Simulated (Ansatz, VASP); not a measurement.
**Cd2SO in VASP and in Ansatz**

```
O S Cd
1.0
     1.80209    1.04043    6.05716
    -1.80209    1.04043    6.05716
     0.00000   -2.08087    6.05716
O S Cd
1 1 2
Direct
  0.00000 0.00000 0.00000
  0.50000 0.50000 0.50000
  0.26053 0.26053 0.26053
  0.73947 0.73947 0.73947
```

Change from the starting cell: uniaxial_z strain +3.6%.

Alike in both runs: task single point; functional PBE; k mesh 8 × 8 × 8; occupations fermi-dirac, width 0.02 eV; no spin polarisation.

|  | VASP | Ansatz |
| --- | --- | --- |
| version | VASP 6.6.1 | Ansatz 0.2.0 |
| potentials or method | VASP PAW PBE potentials, release 64 (O, S, Cd) | plane waves, PAW |
| plane-wave cutoff (eV) | 520 | 420 |
| valence electrons in the cell | 36 | 52 |

|  | VASP | Ansatz | Ansatz less VASP |
| --- | --- | --- | --- |
| pressure (GPa) | 0.2 | -0.4 | -0.59 |
| largest component of the traceless stress (GPa) | 1.73 | 1.76 | +0.027 |
| rms of the force components (eV/Å) | 0.038 | 0.035 | -0.0029 |

Atom by atom the forces differ by 0.003 eV/Å (rms over components). The two sets of potentials don't hold the same shells in valence.
